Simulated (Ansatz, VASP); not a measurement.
# SnSe2: VASP beside Ansatz

One calculation is typed for both programs; each brings its own data sets. How far apart do they land? The cell is taken from a series of runs on this material, whose earlier steps may have relaxed, scaled, displaced or heated it; both programs get it as it stands.

Method: plane waves, with VASP 6.6.1 beside it; zone-centre phonons at PBEsol with D3(BJ), in Ansatz 0.2.0.

**1. The starting structure**

Symmetry: P-3m1, No. 164, trigonal system. The conventional cell has a = 3.751 Å, b = 3.751 Å, c = 5.415 Å, α = 90.00°, β = 90.00°, γ = 120.00°. Nearest to Se lie 3 Sn at 2.68 Å. Sn has 6 Se at 2.68 Å nearest. Farther neighbours and most contacts between anions are not listed.

**2. Ansatz: zone-centre phonons, PBEsol with D3(BJ)**

Ansatz runs on its PAW soft_1 files.

Second derivatives magnify differences that forces hide, and they need a tight electronic threshold.

input.yaml reads:

```yaml
crystal:
  lattice:
    - [3.7511877612, 0.0, 0.0]
    - [-1.8755938806, 3.2486238956, 0.0]
    - [0.0, 0.0, 5.4152701046]
  atoms:
    - { symbol: Se, position: [0.3333333333, 0.6666666667, 0.2928850781] }
    - { symbol: Se, position: [0.6666666667, 0.3333333333, 0.7071149219] }
    - { symbol: Sn, position: [0.0, 0.0, 0.0] }
kpoints:
  mp_grid: { grid: [12, 12, 6] }
hamiltonian:
  xc: pbesol
  dispersion: d3bj
  pseudopotentials: { kind: paw, azcp: { folder: soft_1 }, xc_functional: pbe }
scf:
  occupations: { method: gaussian, width: 0.02 }
output:
  eigenvalues: true
phonons:
  method: dfpt
```

The run is started by

```sh
ansatz run input.yaml --threads 4 --pin off --max-ram 10240MiB --backend cpu --events-out ev --progress --plain --runs-dir out
```

Numbers of over 12 decimals in the logs are rounded to 6 here.

The program printed:

```text
Engine: ansatz 0.2.0, aarch64-unknown-linux-gnu
Pseudopotentials: kind: paw
Pseudopotential: Se, paw, valence charge 16, recommended cutoff 420 eV (normal), soft_1/Se.paw.azcp
Pseudopotential: Sn, paw, valence charge 14, recommended cutoff 420 eV (normal), soft_1/Sn.paw.azcp
Functional definition: PBEsol
  exchange = pbesol_x
  correlation = pbesol_c
Crystal: 3 atoms, lattice volume = 65.992 Å³
Basis set: ecut = 420 eV, 1279 PW (Γ), exchange–correlation on 54×54×80 points (8 copies of the dense FFT grid, shifted against one another)
Bands: 28, of which v1, the nominal top of the filled ones, is band 23 counted from 1 (22 counted from 0)
Symmetry: 12 space group operations
k-points: 242 of 864 (irreducible under 2 space group operations, time reversal used)
Non-local potential: Se, projectors of the file, l = 0: 2, l = 1: 2, l = 2: 3, l = 3: 1
Non-local potential: Sn, projectors of the file, l = 0: 2, l = 1: 2, l = 2: 2, l = 3: 1
PAW form: soft (Blöchl's): semilocal exchange-correlation on the pseudo side does not see the compensation charge
PAW frozen core: Se, regenerated for the run's functional, and the local potential with it (the file was generated under x = pbe(κ = 0.804, μ = 0.219515), c = pbe(β = 0.066725))
PAW frozen core: Sn, regenerated for the run's functional, and the local potential with it (the file was generated under x = pbe(κ = 0.804, μ = 0.219515), c = pbe(β = 0.066725))
PAW one-centre angular grid: Se, 590 points (default); XC on 64 Gauss nodes
PAW one-centre angular grid: Sn, 590 points (default); XC on 64 Gauss nodes
Initial density: superposition of atomic densities (chi_scale 0.1, normalization cell, long waves kept (reshape's long-wave potential 0.04 eV rms))
Initial wavefunctions: pseudopotential atomic-orbital guess
Functional: x = pbesol(κ = 0.804, μ = 0.123457), c = pbesol(β = 0.046)
SCF iter   1: F=—  HF=-16800.740632 eV  |F-HF|=—  |Δ(HF+E_count)|=         —  Δρ=3.46e-2  dr2=1.76e0  ethr=3.10e-3  ⟨swp⟩=7.2  Hψ=31064  notcnv=0
preconditioner: auto → Resta (q_TF=auto, 2.569 Å⁻¹)  ε∞=2.9  [insulator: Δε(μ)=0.029 eV  Ē_g=16.744 eV  σ=0.020 eV  W_gap=0.69  n_scr=22 (ndim 8)  ℏωp=23.3 eV  f_vac=0.002  D(μ)=0.73/eV (n_scr^D=2)  ε∞_Penn≈2.9]
SCF iter   2: F=—  HF=-16800.335706 eV  |F-HF|=—  |Δ(HF+E_count)|=   4.05e-1  Δρ=1.62e-2  dr2=2.48e-1  ethr=3.10e-3  ⟨swp⟩=2.3  Hψ=9844  notcnv=0  defer=230
SCF iter   3: F=—  HF=-16800.268172 eV  |F-HF|=—  |Δ(HF+E_count)|=   6.75e-2  Δρ=3.83e-3  dr2=7.12e-3  ethr=5.38e-4  ⟨swp⟩=2.8  Hψ=9002  notcnv=0  defer=230
SCF iter   4: F=—  HF=-16800.267375 eV  |F-HF|=—  |Δ(HF+E_count)|=   7.97e-4  Δρ=6.49e-4  dr2=3.99e-4  ethr=1.55e-5  ⟨swp⟩=2.9  Hψ=12369  notcnv=0  defer=230
SCF iter   5: F=—  HF=-16800.267346 eV  |F-HF|=—  |Δ(HF+E_count)|=   2.91e-5  Δρ=2.68e-4  dr2=5.30e-5  ethr=8.67e-7  ⟨swp⟩=2.0  Hψ=12112  notcnv=0  defer=230
SCF iter   6: F=—  HF=-16800.267365 eV  |F-HF|=—  |Δ(HF+E_count)|=   1.88e-5  Δρ=8.16e-5  dr2=5.85e-6  ethr=1.15e-7  ⟨swp⟩=2.0  Hψ=12110  notcnv=0  defer=230
SCF iter   7: F=—  HF=-16800.267365 eV  |F-HF|=—  |Δ(HF+E_count)|=   4.88e-8  Δρ=2.64e-5  dr2=4.12e-7  ethr=1.27e-8  ⟨swp⟩=2.5  Hψ=11904  notcnv=0  defer=230
SCF iter   8: F=—  HF=-16800.267365 eV  |F-HF|=—  |Δ(HF+E_count)|=   6.10e-8  Δρ=4.17e-6  dr2=1.52e-8  ethr=8.95e-10  ⟨swp⟩=2.0  Hψ=8743  notcnv=0  defer=230
SCF iter   9: F=—  HF=-16800.267365 eV  |F-HF|=—  |Δ(HF+E_count)|=   1.31e-8  Δρ=1.08e-6  dr2=7.31e-10  ethr=3.31e-11  ⟨swp⟩=2.0  Hψ=9692  notcnv=0  defer=230
SCF iter  10: F=—  HF=-16800.267365 eV  |F-HF|=—  |Δ(HF+E_count)|=  6.44e-10  Δρ=1.90e-7  dr2=2.01e-11  ethr=1.59e-12  ⟨swp⟩=2.0  Hψ=8410  notcnv=0  defer=230
SCF iter  11: F=-16800.267365 eV  HF=-16800.267365 eV  |F-HF|=3.64e-12  |Δ(HF+E_count)|=  1.82e-11  Δρ=4.58e-8  dr2=1.18e-12  ethr=1.00e-12  ⟨swp⟩=11.7  Hψ=35779  notcnv=0
SCF 1 converged in 11 iterations: F = -16800.267365 eV  dr2 = 1.18e-12
  greatest PAW one-centre occupation: 1.000 electrons in one spin orbital (limit 2), on the Se atom at site 1 (counted from 0), in its partial waves of l = 2
DFPT response loops at Γ: preconditioner auto → Kerker (q_TF=auto, 2.569 Å⁻¹) (partly filled bands, converged f_vac=0.011); β = 1.00, the filter's whole step (`scf.mixing.beta` (0.50) is not read by the response loops under this deck's `scf.mixing.preconditioner`; to damp them name `kerker` or `kerker_dos`, under which they read `scf.mixing.beta`, and type it under 1.00, their step now; both keys bind the ground state too); Broyden in place of MSR1
SCF converged after 11 iterations
Free energy (F): -16800.267365 eV
Harris-Foulkes:  -16800.267365 eV  (|F-HF|=3.64e-12)
Internal energy: -16800.267265 eV  (E = F + TS)
E sigma→0 (E₀):  -16800.267315 eV
Entropy (-TS):   -0.000100 eV (-0.033 meV/atom)
Fermi energy:    10.752078 eV
--- Per-component energies (eV) ---
  E_band       = -770.364298
  E_kinetic    = 394.112331
  E_local      = -5851.364120  (includes V_loc(G=0)·N_el)
  E_nonlocal   = -558.001988
  E_hartree    = 3106.427337
  E_xc         = -295.523838
  E_vxc        = -263.416024  (∫ρ·V_xc dr)
  E_paw        = -8470.236398  (= ΣΔE_a)
  E_vpaw       = -704.548705  (= ΣTr[D̂ρ^β])
  E_aug_tail   = -0.000467  (compensation charges beyond the density's cutoff)
  E_ewald      = -5126.820560
  E_disp       = -1.161306  (pairwise vdW)
  E_core_change = 2.301743  (= ΣΔE_core)
  E_smearing   = -0.000100  (= −TS)
  E_closure    = -0.000000  (closes the sum)
  Σ components = -16800.267365   (vs F -16800.267365, Δ=0.00e0)
--- Band table (eV; the first three rows and the last of 242) ---
  k-point 0: bands = [... 19 lower, 9.4152, 9.6563, 9.6563, 10.6241, 11.2973, 13.4882, 15.1699, 15.1699, ... 1 higher]
  k-point 1: bands = [... 19 lower, 9.3020, 9.6011, 9.8319, 9.8319, 12.0427, 13.5611, 14.9088, 14.9088, ... 1 higher]
  k-point 2: bands = [... 19 lower, 9.1927, 9.1927, 10.0767, 10.0767, 12.7812, 13.6472, 14.4478, 14.4478, ... 1 higher]
  k-point 241: bands = [... 19 lower, 5.8198, 6.4728, 9.9352, 10.2586, 12.7312, 14.6942, 15.1967, 15.9547, ... 1 higher]
--- Phonons (Γ-DFPT): 4 representative perturbations + reference, on 242 of 864 k-points (Σ response iterations 12) ---
  k mesh reduced under 2 symmetry operations, with k and −k counted as one. Each operation leaves every solved perturbation unchanged. A smaller set is not used because it would not reduce the number of displacements times k-points to solve
  ASR residual: 6.392e-5 → 0.000e0 eV/Å²; symmetrization residual: 5.502e-6 eV/Å²
  pairwise dispersion correction: d3bj (s6 = 1.0, s8 = 2.9491, a1 = 0.4466, a2_bohr = 6.1742), with the weights of each atom's references fixed at the reference crystal's, and the forces and stress that the weights' published response gives there kept as a pressure on the atom's counted neighbours (hamiltonian.dispersion)
  ASR residual per site (eV/Å²): 5.04e-5 5.04e-5 6.39e-5
  Γ frequencies (cm⁻¹): 0.00 0.00 0.00 155.12 155.12 156.32 156.32 192.70 242.00
  non-analytic LO–TO correction: not included (Born effective charges unavailable; polar crystals: no LO–TO splitting at Γ)
```

In the SCF lines HF is the Harris–Foulkes energy and dr2 the Hartree energy of the density residual, in eV; the loop may stop once dr2 is under the threshold and the program's other checks hold. Hψ counts applications of the Hamiltonian.

[end of part 1 of 2]

[Lines on the potential files, build, host, timing and source positions are cut from VASP's logs without a mark.]

[Logs are printed without paths, hosts, clocks, repeated set-up lines and the standing remarks that a program may print on its own settings, such as how far it seeks lower states.]

[Hosts, paths, dates, database ids (printed as entryN), source tags and the programs' standing remarks are cut or masked in the printed files.]
